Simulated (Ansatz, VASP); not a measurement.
## LaTe in VASP and in Ansatz

```xyz
2
Lattice="0.0000 3.1723 3.1723 3.1723 0.0000 3.1723 3.1723 3.1723 0.0000" Properties=species:S:1:pos:R:3 pbc="T T T"
La    0.0000    0.0000    0.0000
Te    3.1723    3.1723    3.1723
```

Alike in both runs: functional LDA; k mesh 12 × 12 × 12; occupations gaussian, width 0.1 eV; no spin polarisation.

Ansatz relaxed the structure, and its values are those at the end. VASP's run is a single point on that final structure, the one shown.

```csv
,VASP,Ansatz
version,VASP 6.6.1,Ansatz 0.2.0
potentials or method,"VASP PAW LDA potentials, release 64 (La, Te)","scalar-relativistic, plane waves, PAW"
plane-wave cutoff (eV),520,420
valence electrons in the cell,17,27
```

```csv
,VASP,Ansatz,Ansatz less VASP
gap on the k mesh at the Fermi level (eV),none,none,-
pressure (GPa),0.0,0.0,-0.06
```

A gap of «none» marks a metal or a gap that the smearing closes. The two sets of potentials don't hold the same shells in valence.

The runs have no spin-orbit coupling, so splittings on La, Te are missing.
